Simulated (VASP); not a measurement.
```yaml
crystal:
  lattice:
    - [0.00000, 2.20466, 2.20466]
    - [2.20466, 0.00000, 2.20466]
    - [2.20466, 2.20466, 0.00000]
  atoms:
    - { symbol: Si, position: [0.00000, 0.00000, 0.00000] }
    - { symbol: C, position: [0.25000, 0.25000, 0.25000] }
```

These are PBE GGA with D3 dispersion (zero damping), VASP's PBE PAW potentials (set 64) (plane waves; VASP) values and carry that method's errors. Run with 520 eV cut-off, 10×10×10 Γ-centred mesh, Gaussian smearing of 0.050 eV, potentials Si C.

Task: Give the stress tensor in GPa (positive for a compressed cell).

Result: 
```
-6.07   0.00   0.00
 0.00  -6.07   0.00
 0.00   0.00  -6.07
```
The pressure is its mean diagonal, -6.07 GPa.

The compound is SiC in the zinc blende structure. This cell is one point of a volume scan, at 1.03 of the reference volume.
